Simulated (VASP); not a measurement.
Wanted: the native input for a VASP 6.6.1 run.

* Task: relaxation of cell and atoms
* Functional: PBE
* Potentials or basis: VASP PAW PBE potentials, release 64 (Sb, Bi_d, S)
* Cutoff: 520 eV
* k mesh: 3 × 3 × 2
* Occupations: gaussian, width 0.15 eV
* Spin: no spin polarisation
* Further INCAR settings: PREC = Normal; ALGO = Fast; EDIFF = 0.0001; IBRION = 2; EDIFFG = -0.08; NSW = 24; ISIF = 3

The structure of BiSbS4 lies in POSCAR:

```
BiSbS4
1.0
    5.4027724100      0.0000000000      0.0000000000
   -2.7013862000      4.6789381600      0.0000000000
    0.0000000000      0.0000000000      6.5608381200
Sb Bi S
1 1 4
Direct
    0.0000000000      0.0000000000      0.5000000000
    0.0000000000      0.0000000000      0.0000000000
    0.3333333300      0.6666666700      0.2724587400
    0.6666666700      0.3333333300      0.2724587400
    0.6666666700      0.3333333300      0.7275412600
    0.3333333300      0.6666666700      0.7275412600
```

The cell was built by a generator and needn't be a form met in nature.

The input as run:

INCAR

```
SYSTEM = BiSbS4
  PREC = Normal
  ENCUT = 520
  EDIFF = 1E-4
  ISMEAR = 0
  SIGMA = 0.15
  LREAL = .FALSE.
  LASPH = .TRUE.
  NELM = 60
  ALGO = Fast
  ISIF = 3
  LWAVE = .FALSE.
  LCHARG = .FALSE.
  GGA = PE
  IBRION = 2
  NSW = 24
  EDIFFG = -0.08
  KPAR = 2
```

KPOINTS

```
regular mesh
0
G
  3 3 2
  0 0 0
```

Potentials or basis: VASP PAW PBE potentials, release 64 (Sb, Bi_d, S).

The run is started by

```console
$ cat potpaw_PBE.64/Sb/POTCAR potpaw_PBE.64/Bi_d/POTCAR potpaw_PBE.64/S/POTCAR > POTCAR
$ mpirun -np 2 vasp_std > vasp.out
```

Results of the run:

```
Relaxed volume                         : 20.42 Å³/atom
Relaxed cell                           : a = 4.589 Å, b = 4.589 Å, c = 6.718 Å, α = 90.00°, β = 90.00°, γ = 120.00°
Space group after relaxing (to 0.05 Å) : P6/mmm (No. 191)
Energy gained by relaxing              : 442.9 meV/atom
Ionic steps                            : 19
Pressure after relaxing                : -0.1 GPa
Largest force after relaxing           : 0.072 eV/Å
Band gap on the k mesh                 : none (metal or under the smearing width)
```

Caveat: the k mesh is coarse (spacing up to 0.48 Å⁻¹), so the values aren't converged; the volume moved by over 15 % at a fixed basis, so the end points are rough; spin-orbit coupling is left out, which moves the levels of the heavy elements; the relaxation stopped at a loose force limit of 0.08 eV/Å, so its end isn't a converged minimum.

Wall time 2.7 min on 2 MPI ranks on AMD EPYC 7R43 64-Core Processor (Zen 3), with other jobs on the host, peak memory 0.17 GiB a rank.
